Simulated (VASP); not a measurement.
Y (hcp): computed properties

These are LDA (Ceperley-Alder, Perdew-Zunger), VASP's LDA PAW potentials (set 64) (plane waves; VASP 6.6.1) values and carry that method's errors.

| Item | Result |
|---|---|
| space group | P6_3/mmc (194) |
| cell | a = 3.550 Å, b = 3.550 Å, c = 5.469 Å, α = 90.00°, β = 90.00°, γ = 120.00° |
| volume per atom | 29.85 Å³/atom |
| band gap (over mesh and band path) | none (metal, semimetal or under 0.01 eV) |
| band gap with spin-orbit coupling | none (metallic) |
| density | 4.95 g/cm³ |

```
Y
1.0
    1.77521    -3.07476     0.00000
    1.77521     3.07476     0.00000
    0.00000     0.00000     5.46912
Y
2
Direct
  0.33333   0.66667   0.25000
  0.66667   0.33333   0.75000
```

Measured: a 3.648 Å at 293 K (computed value off by -2.7 %), c 5.732 Å at 293 K (computed value off by -4.6 %), as given by Wikipedia, Yttrium (infobox). The calculation is for a static lattice, while the measured a, c hold thermal and zero-point effects, which are part of the difference.

The compound is Y in the hcp structure. It was relaxed first, which changed the volume by -10 %. Symmetry was kept, so distortions that lower it aren't found.
